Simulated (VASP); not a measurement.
Output of a VASP run:

File OUTCAR:
```
 ion  position               nearest neighbor table
   1  0.000  0.000  0.000-   2 2.67   2 2.67   2 2.67   2 2.67   2 2.67   2 2.67   2 2.67   2 2.67
  LATTYP: Found a simple tetragonal cell.
 ALAT       =     2.7200000000
 C/A-ratio  =     1.3639705882
 Subroutine PRICEL returns:
 Original cell was already a primitive cell.
 Subroutine GETGRP returns: Found 16 space group operations
The static configuration has the point symmetry D_4h.
The dynamic configuration has the point symmetry D_4h.
The overall configuration has the point symmetry D_4h.
 Subroutine INISYM returns: Found 16 space group operations
 Subroutine IBZKPT returns following result:
 Found    105 irreducible k-points:

 Following reciprocal coordinates:
            Coordinates               Weight
  0.000000  0.000000  0.000000      1.000000
  0.100000  0.000000  0.000000      4.000000
  0.200000  0.000000  0.000000      4.000000
  0.300000  0.000000  0.000000      4.000000
  0.400000  0.000000  0.000000      4.000000
  0.500000  0.000000  0.000000      2.000000
  0.100000  0.100000  0.000000      4.000000
  0.200000  0.100000  0.000000      8.000000
  0.300000  0.100000  0.000000      8.000000
  0.400000  0.100000  0.000000      8.000000
  0.500000  0.100000  0.000000      4.000000
  0.200000  0.200000  0.000000      4.000000
  0.300000  0.200000  0.000000      8.000000
  0.400000  0.200000  0.000000      8.000000
  0.500000  0.200000  0.000000      4.000000
  0.300000  0.300000  0.000000      4.000000
  0.400000  0.300000  0.000000      8.000000
  0.500000  0.300000  0.000000      4.000000
  0.400000  0.400000  0.000000      4.000000
  0.500000  0.400000  0.000000      4.000000
  0.500000  0.500000  0.000000      1.000000
  0.000000  0.000000  0.125000      2.000000
  0.100000  0.000000  0.125000      8.000000
  0.200000  0.000000  0.125000      8.000000
  0.300000  0.000000  0.125000      8.000000
  0.400000  0.000000  0.125000      8.000000
  0.500000  0.000000  0.125000      4.000000
  0.100000  0.100000  0.125000      8.000000
  0.200000  0.100000  0.125000     16.000000
  0.300000  0.100000  0.125000     16.000000
  0.400000  0.100000  0.125000     16.000000
  0.500000  0.100000  0.125000      8.000000
  0.200000  0.200000  0.125000      8.000000
  0.300000  0.200000  0.125000     16.000000
  0.400000  0.200000  0.125000     16.000000
  0.500000  0.200000  0.125000      8.000000
  0.300000  0.300000  0.125000      8.000000
  0.400000  0.300000  0.125000     16.000000
  0.500000  0.300000  0.125000      8.000000
  0.400000  0.400000  0.125000      8.000000
   k-points           NKPTS =    105   k-points in BZ     NKDIM =    105   number of bands    NBANDS=     15
   number of dos      NEDOS =    301   number of ions     NIONS =      2
   total plane-waves  NPLWV =   7776
   dimension x,y,z NGX =    18 NGY =   18 NGZ =   24
   dimension x,y,z NGXF=    36 NGYF=   36 NGZF=   48
   ions per type =               1   1
   PREC   = accura    normal or accurate (medium, high low for compatibility)
   ISTART =      0    job   : 0-new  1-cont  2-samecut
   ICHARG =      2    charge: 1-file 2-atom 10-const
   ISPIN  =      2    spin polarized calculation?
   LNONCOLLINEAR =      F non collinear calculations
   LSORBIT =      F    spin-orbit coupling
   INIWAV =      1    electr: 0-lowe 1-rand  2-diag
   ENCUT  =  400.0 eV  29.40 Ry    5.42 a.u.   4.44  4.44  6.05*2*pi/ulx,y,z
   NELM   =    100;   NELMIN=  2; NELMDL= -5     # of ELM steps
   EDIFF  = 0.1E-05   stopping-criterion for ELM
   LREAL  =      F    real-space projection
   NLSPLINE    = F    spline interpolate recip. space projectors
   LMAXMIX     =    6 max onsite mixed and CHGCAR
   VOSKOWN=      0    Vosko Wilk Nusair interpolation
   EDIFFG = 0.1E-04   stopping-criterion for IOM
   NSW    =      0    number of steps for IOM
   NBLOCK =      1;   KBLOCK =      1    inner block; outer block
...
```

### OSZICAR
```
       N       E                     dE             d eps       ncg     rms          rms(c)
DAV:   1     0.775689954105E+02    0.77569E+02   -0.73879E+03  6596   0.107E+03
DAV:   2    -0.136274775858E+02   -0.91196E+02   -0.81858E+02  6454   0.230E+02
DAV:   3    -0.161728217467E+02   -0.25453E+01   -0.24770E+01  7931   0.464E+01
DAV:   4    -0.161992378764E+02   -0.26416E-01   -0.26407E-01  7165   0.412E+00
DAV:   5    -0.161999676644E+02   -0.72979E-03   -0.72977E-03  8389   0.778E-01    0.169E+01
DAV:   6    -0.173269145941E+02   -0.11269E+01   -0.14177E+01  6853   0.832E+01    0.239E+01
DAV:   7    -0.149335086720E+02    0.23934E+01   -0.89037E+00  8023   0.790E+01    0.869E+00
DAV:   8    -0.148918881084E+02    0.41621E-01   -0.45024E-01  7515   0.103E+01    0.415E+00
DAV:   9    -0.148113501394E+02    0.80538E-01   -0.12530E-01  9034   0.762E+00    0.183E+00
DAV:  10    -0.148005840814E+02    0.10766E-01   -0.39308E-02  9444   0.380E+00    0.651E-01
DAV:  11    -0.147998914723E+02    0.69261E-03   -0.23932E-03  8562   0.770E-01    0.263E-01
DAV:  12    -0.147998354058E+02    0.56066E-04   -0.24634E-04  8309   0.209E-01    0.739E-02
DAV:  13    -0.147998387060E+02   -0.33002E-05   -0.36141E-05  8508   0.118E-01    0.382E-02
DAV:  14    -0.147998349103E+02    0.37957E-05   -0.77417E-06  8329   0.569E-02    0.132E-02
DAV:  15    -0.147998354812E+02   -0.57081E-06   -0.18494E-06  5025   0.306E-02
   1 F= -.14799835E+02 E0= -.14799974E+02  d E =0.416903E-03  mag=     3.3446
```

File OUTCAR:
```
------------------------ aborting loop because EDIFF is reached ----------------------------------------
  FORCE on cell =-STRESS in cart. coord.  units (eV):
  Direction    XX          YY          ZZ          XY          YZ          ZX
  --------------------------------------------------------------------------------------
  Total        0.7045402      0.7045402      0.8860675      0.0000000      0.0000000      0.0000000
  in kB       41.1248773     41.1248773     51.7208525      0.0000000      0.0000000      0.0000000
  external PRESSURE =      44.6568691 kB  Pullay stress =       0.0000000 kB
  volume of cell :       27.45
      direct lattice vectors                 reciprocal lattice vectors
     2.720000000  0.000000000  0.000000000     0.367647059  0.000000000  0.000000000
     0.000000000  2.720000000  0.000000000     0.000000000  0.367647059  0.000000000
     0.000000000  0.000000000  3.710000000     0.000000000  0.000000000  0.269541779
 POSITION                                       TOTAL-FORCE (eV/Angst)
 -----------------------------------------------------------------------------------
      0.00000      0.00000      0.00000         0.000000      0.000000      0.000000
      1.36000      1.36000      1.85500         0.000000      0.000000      0.000000
 -----------------------------------------------------------------------------------
    total drift:                                0.000000     -0.000000     -0.000000
  FREE ENERGIE OF THE ION-ELECTRON SYSTEM (eV)
  ---------------------------------------------------
  free  energy   TOTEN  =       -14.7998354812 eV

  energy  without entropy=      -14.8002523846  energy(sigma->0) =      -14.79997445

 total charge

# of ion       s       p       d       tot
------------------------------------------
    1        0.413   0.460   6.120   6.992
    2        0.719   0.673   8.058   9.450
--------------------------------------------------
tot          1.132   1.133  14.178  16.442

 magnetization (x)

# of ion       s       p       d       tot
------------------------------------------
    1        0.006  -0.003   2.954   2.957
    2       -0.023  -0.062   0.443   0.358
--------------------------------------------------
tot         -0.018  -0.066   3.398   3.315
```
(Selected blocks of OUTCAR.)

File POSCAR:
```
FePt
1
    2.7200000000     0.0000000000     0.0000000000
    0.0000000000     2.7200000000     0.0000000000
    0.0000000000     0.0000000000     3.7100000000
Fe Pt
1 1
Direct
  0.0000000000   0.0000000000   0.0000000000
  0.5000000000   0.5000000000   0.5000000000
```

Question: Reconstruct the remaining input files.

Answer: One answer among several that fit: the input of the run itself, PBE GGA, plane waves, VASP's PBE PAW potentials (set 64).

**INCAR**
```
# general
SYSTEM  = FePt
PREC    = Accurate
ENCUT   = 400
LREAL   = .False.
LASPH   = .True.

# electronic loop
EDIFF   = 1E-6
NELM    = 100
ALGO    = Normal
LMAXMIX = 6

# smearing
ISMEAR  = 1
SIGMA   = 0.1

# functional
GGA     = PE

# spin
ISPIN   = 2
MAGMOM  = 3.0 0.0

# ions
ISIF    = 2

# output
LWAVE   = .False.
LCHARG  = .False.
LORBIT  = 10
```

**KPOINTS**
```
Automatic mesh
0
Gamma
10 10 8
0 0 0
```

POTCAR, in this order: Fe Pt (PBE.64 set). Program: vasp_std.

The compound is FePt in the L1_0 structure. The cell was not relaxed at this level.
